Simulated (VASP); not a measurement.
Input for VASP

**KPOINTS**
```
Automatic mesh
0
Gamma
4 4 6
0 0 0
```

**INCAR**
```
PREC = Accurate
LREAL = F   # projection in real space or not
LWAVE = F
ISIF = 3
ALGO = Normal   # blocked Davidson
ENCUT = 480
NELM = 100   # most electronic steps
EDIFFG = -0.02   # ionic stop
LCHARG = F
ISMEAR = 0   # Gaussian
EDIFF = 1E-6   # SCF stop (eV)
SIGMA = 0.05   # width (eV)
GGA = PE   # PBE
NSW = 60
LMAXMIX = 4   # l cut-off of mixed one-centre charges
LASPH = T   # aspherical one-centre terms
IBRION = 2   # conjugate gradients
SYSTEM = SnO2
```

**POSCAR**
```
SnO2
1.0
  4.8162120634   0.0000000000   0.0000000000
  0.0000000000   4.8162120634   0.0000000000
  0.0000000000   0.0000000000   3.2403612119
Sn O
2 4
Cart
  0.0000000000   0.0000000000   0.0000000000
  2.4081060317   2.4081060317   1.6201806059
  1.4761838477   1.4761838477   0.0000000000
  3.8842898794   0.9319221840   1.6201806059
  0.9319221840   3.8842898794   1.6201806059
  3.3400282157   3.3400282157   3.2403612119
```

POTCAR, in this order: Sn O (PBE.64 set). Program: vasp_std.

**Question.** Write an equivalent input for Ansatz.

**Answer.** One equivalent input (not run):
Ansatz 0.2 input:
```yaml
crystal:
  lattice:
    - [4.8162121, 0.0000000, 0.0000000]
    - [0.0000000, 4.8162121, 0.0000000]
    - [0.0000000, 0.0000000, 3.2403612]
  atoms:
    - { symbol: Sn, position: [0.0000000, 0.0000000, 0.0000000] }
    - { symbol: Sn, position: [0.5000000, 0.5000000, 0.5000000] }
    - { symbol: O, position: [0.3065031, 0.3065031, 0.0000000] }
    - { symbol: O, position: [0.8065031, 0.1934969, 0.5000000] }
    - { symbol: O, position: [0.1934969, 0.8065031, 0.5000000] }
    - { symbol: O, position: [0.6934969, 0.6934969, 1.0000000] }
kpoints:
  mp_grid: { grid: [4, 4, 6] }
hamiltonian:
  xc: pbe
  pseudopotentials: { kind: paw }
scf:
  occupations: { method: gaussian, width: 0.05 }
  max_iter: 100
relax:
  max_steps: 60
  f_tol: 0.02
  cell: {}
output: { forces: true, stress: true, eigenvalues: true }
```
Limits of the translation: each code has its own PAW files, so the cut-off isn't converted (ENCUT is set for VASP's; basis.ecutwfc is left out, and Ansatz then takes the one that its files recommend); Ansatz stops its SCF on the density residual and VASP on the energy change (EDIFF).

The compound is SnO2 in the rutile structure. This run relaxes it. Symmetry was kept, so distortions that lower it aren't found. The start is the result of an earlier pass.
